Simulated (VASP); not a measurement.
# GaGe (F-43m) in VASP: further runs, part 8 of 8

VASP 6.6.1. The steps go on from the part before.

**113. Equation of state, r2SCAN, 25.06 Å³/atom**

Contents of INCAR:

```
PREC     = Accurate       # precision mode
ENCUT    = 450            # plane-wave cutoff, eV
EDIFF    = 1E-6           # SCF threshold, eV
ISMEAR   = -1             # smearing method
SIGMA    = 0.1            # smearing width, eV
LREAL    = F              # projectors in reciprocal space
LASPH    = T              # aspherical terms in the spheres
NELM     = 100            # most SCF steps
ALGO     = Normal         # electronic algorithm
ISIF     = 2              # what is computed and relaxed
LWAVE    = F              # write WAVECAR
LCHARG   = F              # write CHGCAR
METAGGA  = R2SCAN         # meta-GGA
LMIXTAU  = T            
ADDGRID  = F
```

Contents of KPOINTS:

```
regular mesh
0
Gamma
  19 19 19
```

Contents of POSCAR:

```
GaGe
1.0
    0.0000000000      2.9265373908      2.9265373908
    2.9265373908      0.0000000000      2.9265373908
    2.9265373908      2.9265373908      0.0000000000
Ge Ga
1 1
Direct
    0.0000000000      0.0000000000      0.0000000000
    0.2500000000      0.2500000000      0.2500000000
```

Command:

```console
$ cat potpaw_PBE.64/Ge/POTCAR potpaw_PBE.64/Ga/POTCAR > POTCAR
$ mpirun -np 1 vasp_std > vasp.out
```

Run time: 3.3 min. Hardware: 1 thread of Intel Xeon Platinum 8488C (Sapphire Rapids), shared host; peak memory 0.23 GiB.

The run converged, but some of its settings lie outside the range that counts as converged, so its numbers aren't taken as properties of the crystal.

What came out:

| Item | Value |
| --- | --- |
| Free energy | -24.9102 eV |
| Pressure | -3.5 GPa |
| Band gap on the k mesh | none (metal or under the smearing width) |

Caveat: the PAW data sets were made with another functional, which shifts forces and pressure a little.

**114. Equation of state, r2SCAN, 23.60 Å³/atom**

Edit INCAR of step 113 so:

```diff
@@ -1,3 +1,3 @@
 PREC     = Accurate       # precision mode
-ENCUT    = 450            # plane-wave cutoff, eV
+ENCUT    = 550            # plane-wave cutoff, eV
 EDIFF    = 1E-6           # SCF threshold, eV
```

KPOINTS is that of step 113.

Contents of POSCAR:

```
GaGe
1.0
    0.0000000000      2.8685708471      2.8685708471
    2.8685708471      0.0000000000      2.8685708471
    2.8685708471      2.8685708471      0.0000000000
Ge Ga
1 1
Direct
    0.0000000000      0.0000000000      0.0000000000
    0.2500000000      0.2500000000      0.2500000000
```

Potentials or basis: VASP PAW PBE potentials, release 64 (Ge, Ga).

Command:

```console
$ cat potpaw_PBE.64/Ge/POTCAR potpaw_PBE.64/Ga/POTCAR > POTCAR
$ mpirun -np 1 vasp_std > vasp.out
```

It took 2.5 min on 1 thread of Intel Xeon Platinum 8488C (Sapphire Rapids), shared host; peak memory 0.27 GiB.

The run converged, but some of its settings lie outside the range that counts as converged, so its numbers aren't taken as properties of the crystal.

Results:

```yaml
Free_energy: -24.9489 eV
Pressure: -0.6 GPa
Band_gap_on_the_k_mesh: none (metal or under the smearing width)
```

Caveat: the PAW data sets were made with another functional, which shifts forces and pressure a little.

**115. Equation of state, r2SCAN, 25.06 Å³/atom**

INCAR is that of step 114.

KPOINTS is that of step 114.

Contents of POSCAR:

```
GaGe
1.0
    0.0000000000      2.9265373908      2.9265373908
    2.9265373908      0.0000000000      2.9265373908
    2.9265373908      2.9265373908      0.0000000000
Ge Ga
1 1
Direct
    0.0000000000      0.0000000000      0.0000000000
    0.2500000000      0.2500000000      0.2500000000
```

Command:

```console
$ cat potpaw_PBE.64/Ge/POTCAR potpaw_PBE.64/Ga/POTCAR > POTCAR
$ mpirun -np 1 vasp_std > vasp.out
```

It took 2.5 min on 1 thread of Intel Xeon Platinum 8488C (Sapphire Rapids), shared host; peak memory 0.27 GiB.

The run converged, but some of its settings lie outside the range that counts as converged, so its numbers aren't taken as properties of the crystal.

What came out:

```yaml
Free_energy: -24.9107 eV
Pressure: -3.5 GPa
Band_gap_on_the_k_mesh: none (metal or under the smearing width)
```

Caveat: the PAW data sets were made with another functional, which shifts forces and pressure a little.

**116. Equation of state, PBE+D3(BJ), 22.69 Å³/atom (a relaxed cell with its volume scaled by 0.96)**

Contents of INCAR:

```
SYSTEM = GaGe
ALGO     = Normal         ! electronic algorithm
EDIFF    = 1E-6           ! SCF threshold, eV
ENCUT    = 520            ! plane-wave cutoff, eV
GGA      = PE             ! functional
ISIF     = 2              ! what is computed and relaxed
ISMEAR   = -1             ! smearing method
IVDW     = 12             ! dispersion correction
LASPH    = .True.         ! aspherical terms in the spheres
LCHARG   = .False.        ! write CHGCAR
LREAL    = .False.        ! projectors in reciprocal space
LWAVE    = .False.        ! write WAVECAR
NELM     = 100            ! most SCF steps
PREC     = Accurate       ! precision mode
SIGMA    = 0.05           ! smearing width, eV
```

Contents of KPOINTS:

```
k-points
0
Gamma
  8 8 8
  0 0 0
```

Contents of POSCAR:

```
GaGe                                    
1.0
    0.0000000000      2.8311040246      2.8311040246
    2.8311040246      0.0000000000      2.8311040246
    2.8311040246      2.8311040246     -0.0000000000
  Ge              Ga            
     1     1
Direct
     1.0000000000000000    0.0000000000000000    1.0000000000000000
     0.2500000000000000    0.2500000000000000    0.2500000000000000
```

Potentials or basis: VASP PAW PBE potentials, release 64 (Ge_d, Ga_d).

Command:

```console
$ cat potpaw_PBE.64/Ge_d/POTCAR potpaw_PBE.64/Ga_d/POTCAR > POTCAR
$ mpirun -np 1 vasp_std > vasp.out
```

Run time: 17 s. Hardware: 1 thread of Intel Xeon Platinum 8559C (Emerald Rapids), shared host; peak memory 0.18 GiB.

It converged, with:

| Item | Value |
| --- | --- |
| Free energy | -7.6067 eV |
| Pressure | 2.3 GPa |
| Band gap on the k mesh | none (metal or under the smearing width) |
| Dispersion energy per atom | -0.276 eV |

Caveat: pairwise dispersion overbinds metals, which lowers pressure and volume.

**117. Equation of state, PBE+D3(BJ), 23.16 Å³/atom (a relaxed cell with its volume scaled by 0.98)**

INCAR is that of step 116.

KPOINTS is that of step 116.

Contents of POSCAR:

```
GaGe                                    
1.0
    0.0000000000      2.8506294969      2.8506294969
    2.8506294969      0.0000000000      2.8506294969
    2.8506294969      2.8506294969     -0.0000000000
  Ge              Ga            
     1     1
Direct
     1.0000000000000000    0.0000000000000000    1.0000000000000000
     0.2500000000000000    0.2500000000000000    0.2500000000000000
```

Potentials or basis: VASP PAW PBE potentials, release 64 (Ge_d, Ga_d).

Command:

```console
$ cat potpaw_PBE.64/Ge_d/POTCAR potpaw_PBE.64/Ga_d/POTCAR > POTCAR
$ mpirun -np 1 vasp_std > vasp.out
```

Wall time 16 s (1 thread of Intel Xeon Platinum 8559C (Emerald Rapids), shared host); peak memory 0.18 GiB.

It converged, with:

| Quantity | Value |
| --- | --- |
| Free energy | -7.6168 eV |
| Pressure | 1.1 GPa |
| Band gap on the k mesh | none (metal or under the smearing width) |
| Dispersion energy per atom | -0.271 eV |

Caveat: pairwise dispersion overbinds metals, which lowers pressure and volume.

**118. Equation of state, PBE+D3(BJ), 23.64 Å³/atom**

INCAR is that of step 117.

KPOINTS is that of step 117.

Contents of POSCAR:

```
GaGe                                    
1.0
    0.0000000000      2.8698910913      2.8698910913
    2.8698910913      0.0000000000      2.8698910913
    2.8698910913      2.8698910913     -0.0000000000
  Ge              Ga            
     1     1
Direct
     1.0000000000000000    0.0000000000000000    1.0000000000000000
     0.2500000000000000    0.2500000000000000    0.2500000000000000
```

Command:

```console
$ cat potpaw_PBE.64/Ge_d/POTCAR potpaw_PBE.64/Ga_d/POTCAR > POTCAR
$ mpirun -np 1 vasp_std > vasp.out
```

It took 18 s on 1 thread of Intel Xeon Platinum 8559C (Emerald Rapids), shared host; peak memory 0.18 GiB.

Results (log left out):

```yaml
Free_energy: -7.6199 eV
Pressure: -0.1 GPa
Band_gap_on_the_k_mesh: none (metal or under the smearing width)
Dispersion_energy_per_atom: -0.265 eV
```

Caveat: pairwise dispersion overbinds metals, which lowers pressure and volume.

**119. Equation of state, PBE+D3(BJ), 24.11 Å³/atom (a relaxed cell with its volume scaled by 1.02)**

INCAR is that of step 118.

KPOINTS is that of step 118.

Contents of POSCAR:

```
GaGe                                    
1.0
    0.0000000000      2.8888975465      2.8888975465
    2.8888975465      0.0000000000      2.8888975465
    2.8888975465      2.8888975465     -0.0000000000
  Ge              Ga            
     1     1
Direct
     1.0000000000000000    0.0000000000000000    1.0000000000000000
     0.2500000000000000    0.2500000000000000    0.2500000000000000
```

Command:

```console
$ cat potpaw_PBE.64/Ge_d/POTCAR potpaw_PBE.64/Ga_d/POTCAR > POTCAR
$ mpirun -np 1 vasp_std > vasp.out
```

Run time: 17 s. Hardware: 1 thread of Intel Xeon Platinum 8559C (Emerald Rapids), shared host; peak memory 0.19 GiB.

The run converged. Its results:

```yaml
Free_energy: -7.6168 eV
Pressure: -1.1 GPa
Band_gap_on_the_k_mesh: none (metal or under the smearing width)
Dispersion_energy_per_atom: -0.260 eV
```

Caveat: pairwise dispersion overbinds metals, which lowers pressure and volume.

**120. Equation of state, PBE+D3(BJ), 24.58 Å³/atom (a relaxed cell with its volume scaled by 1.04)**

INCAR is that of step 119.

KPOINTS is that of step 119.

Contents of POSCAR:

```
GaGe                                    
1.0
    0.0000000000      2.9076571471      2.9076571471
    2.9076571471      0.0000000000      2.9076571471
    2.9076571471      2.9076571471     -0.0000000000
  Ge              Ga            
     1     1
Direct
     1.0000000000000000    0.0000000000000000    1.0000000000000000
     0.2500000000000000    0.2500000000000000    0.2500000000000000
```

Potentials or basis: VASP PAW PBE potentials, release 64 (Ge_d, Ga_d).

Command:

```console
$ cat potpaw_PBE.64/Ge_d/POTCAR potpaw_PBE.64/Ga_d/POTCAR > POTCAR
$ mpirun -np 1 vasp_std > vasp.out
```

Run time: 16 s. Hardware: 1 thread of Intel Xeon Platinum 8559C (Emerald Rapids), shared host; peak memory 0.19 GiB.

It converged, with:

```yaml
Free_energy: -7.6082 eV
Pressure: -1.9 GPa
Band_gap_on_the_k_mesh: none (metal or under the smearing width)
Dispersion_energy_per_atom: -0.254 eV
```

Caveat: pairwise dispersion overbinds metals, which lowers pressure and volume.

**121. Equation of state, PBE+D3(BJ)**

Potentials or basis: VASP PAW PBE potentials, release 64 (Ge_d, Ga_d).

This step only gathers the single runs of the series.

Results:

```yaml
Equilibrium_volume: 23.63 Å³/atom
Bulk_modulus: 53 GPa
Pressure_derivative_of_the_bulk_modulus: "4.5 (rough: it moves with the points fitted)"
```

Energy against volume, from the lowest point:
| volume (Å³/atom) | energy (meV/atom) |
| --- | --- |
| 22.692 | 6.62 |
| 23.164 | 1.57 |
| 23.637 | 0.00 |
| 24.110 | 1.54 |
| 24.583 | 5.88 |
